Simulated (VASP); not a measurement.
Set up this calculation in VASP 6.6.1, as the native input.

- Task: density of states
- Functional: PBE
- Potentials or basis: VASP PAW PBE potentials, release 64 (Ga_d, Ca_sv, Cl)
- Cutoff: 520 eV
- k mesh: 4 × 4 × 3, shifted
- Occupations: fermi-dirac, width 0.0804 eV
- Spin: no spin polarisation
- Dipole correction: no
- k mesh for the DOS: 6 × 6 × 5
- Occupations for the DOS: tetrahedron
- Further INCAR settings: ALGO = Fast; EDIFF = 1e-07; NBANDS = 33

CaGa2Cl2:

```xyz
5
Lattice="0.0263 4.6663 0.0053 4.7512 0.0263 0.0107 2.3751 2.3395 -6.0435" Properties=species:S:1:pos:R:3 pbc="T T T"
Ga    2.3505    2.3999   -1.2285
Ga    4.7063    4.6982   -4.6468
Ca    0.1078    4.6439   -0.0147
Cl    2.4301    4.6705   -3.0342
Cl    4.7920    2.2854   -3.0096
```

The cell was built by a generator and needn't be a form met in nature.

One way to write it, as run:

POSCAR

```
CaGa2Cl2
1.0
    0.0263413200      4.6663455100      0.0053280000
    4.7512482800      0.0263413200      0.0106711900
    2.3750571100      2.3394844400     -6.0434621700
Ga Ca Cl
2 1 2
Direct
    0.4096490000      0.3902950000      0.2043360000
    0.6171410000      0.6019640000      0.7705010000
    0.9934380000      0.0155240000      0.0033320000
    0.7471790000      0.2557920000      0.5031750000
    0.2350340000      0.7575680000      0.4995440000
```

INCAR.step1

```
ALGO = Fast
EDIFF = 1E-7
ENCUT = 520
GGA = PE
ISIF = 2
ISMEAR = -1
LASPH = True
LCHARG = True
LREAL = False
LWAVE = False
NBANDS = 33
NELM = 100
PREC = Accurate
SIGMA = 0.0804
```

KPOINTS.step1

```
Automatic mesh
0
Gamma
  4 4 3
  0 0.5 0
```

INCAR.step2

```
ALGO = Fast
EDIFF = 1E-7
ENCUT = 520
GGA = PE
ICHARG = 11
ISIF = 2
ISMEAR = -5
LASPH = True
LCHARG = False
LORBIT = 11
LREAL = False
LWAVE = False
NBANDS = 33
NEDOS = 1001
NELM = 100
PREC = Accurate
SIGMA = 0.0804
```

KPOINTS.step2

```
k-points
0
Gamma
  6 6 5
```

Potentials or basis: VASP PAW PBE potentials, release 64 (Ga_d, Ca_sv, Cl).

Launch:

```console
$ cat potpaw_PBE.64/Ga_d/POTCAR potpaw_PBE.64/Ca_sv/POTCAR potpaw_PBE.64/Cl/POTCAR > POTCAR
$ cp INCAR.step1 INCAR
$ cp KPOINTS.step1 KPOINTS
$ mpirun -np 1 vasp_std > vasp.out
$ cp INCAR.step2 INCAR
$ cp KPOINTS.step2 KPOINTS
$ mpirun -np 1 vasp_std > vasp.out
```

It gave:

* Valence electrons inside the program's atomic spheres: Ga 11.45; Ca 8.01; Cl 5.09

Caveat: the k mesh is coarse (spacing up to 0.36 Å⁻¹), so the values aren't converged.

It took 16 min on 1 thread of Intel(R) Xeon(R) Platinum 8488C (Sapphire Rapids), on a shared host, peak memory 0.5 GiB.
